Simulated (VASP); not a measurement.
Write the native input for VASP 6.6.1 that does the following.

```yaml
Task: relaxation of cell and atoms
Functional: PBE
Potentials_or_basis: VASP PAW PBE potentials, release 64 (Mn_pv, Ru_pv, N)
Cutoff: 520 eV
k_mesh: 5 × 5 × 5
Occupations: gaussian, width 0.15 eV
Spin: collinear spin, ferromagnetic start
Starting_moments: "[4.0, 1.0, 0.0, 0.0] μB"
Further_INCAR_settings: PREC = Normal; ALGO = Fast; EDIFF = 0.0001; IBRION = 2; EDIFFG = -0.08; NSW = 24; ISIF = 3
```

The structure of MnRuN2 lies in POSCAR:

```
MnRuN2
1.0
   -2.1682790800      2.1682790800      2.6115575400
    2.1682790800     -2.1682790800      2.6115575400
    2.1682790800      2.1682790800     -2.6115575400
Mn Ru N
1 1 2
Direct
    0.2500000000      0.7500000000      0.5000000000
    0.5000000000      0.5000000000      0.0000000000
    0.0000000000      0.0000000000      0.0000000000
    0.7500000000      0.2500000000      0.5000000000
```

The cell was built by a generator and needn't be a form met in nature.

One way to write it, as run:

INCAR

```
SYSTEM = MnRuN2
  ALGO = Fast
  EDIFF = 1E-4
  EDIFFG = -0.08
  ENCUT = 520
  GGA = PE
  IBRION = 2
  ISIF = 3
  ISMEAR = 0
  ISPIN = 2
  LASPH = .True.
  LCHARG = .False.
  LMAXMIX = 4
  LORBIT = 11
  LREAL = .False.
  LWAVE = .False.
  MAGMOM = 4 1 0 0
  NELM = 60
  NSW = 24
  PREC = Normal
  SIGMA = 0.15
```

KPOINTS

```
k-points
0
Gamma
  5 5 5
  0 0 0
```

Potentials or basis: VASP PAW PBE potentials, release 64 (Mn_pv, Ru_pv, N).

Launch:

```bash
$ cat potpaw_PBE.64/Mn_pv/POTCAR potpaw_PBE.64/Ru_pv/POTCAR potpaw_PBE.64/N/POTCAR > POTCAR
$ mpirun -np 1 vasp_std > vasp.out
```

Results of the run:

```yaml
Relaxed_volume: 10.85 Å³/atom
Relaxed_cell: a = 3.896 Å, b = 3.896 Å, c = 3.896 Å, α = 102.90°, β = 102.90°, γ = 123.60°
Space_group_after_relaxing_to_0.05_Å: I-4m2 (No. 119)
Energy_gained_by_relaxing: 1094.9 meV/atom
Ionic_steps: 21
Pressure_after_relaxing: 0.0 GPa
Band_gap_on_the_k_mesh: none (metal or under the smearing width)
Net_moment: 1.43 μB per cell
Site_moments: Mn +1.63; Ru +0.01; N -0.07, -0.15 μB
Valence_electrons_inside_the_program's_atomic_spheres: Mn 11.84; Ru 12.79; N 3.62, 3.55
```

Caveat: the k mesh is coarse (spacing up to 0.41 Å⁻¹), so the values aren't converged; a cell with one magnetic atom can't hold antiferromagnetic order, which such compounds often take.

It took 6.7 min on 1 thread of Intel(R) Xeon(R) Platinum 8259CL CPU @ 2.50GHz (Skylake/Cascade Lake), on a shared host, peak memory 0.19 GiB.
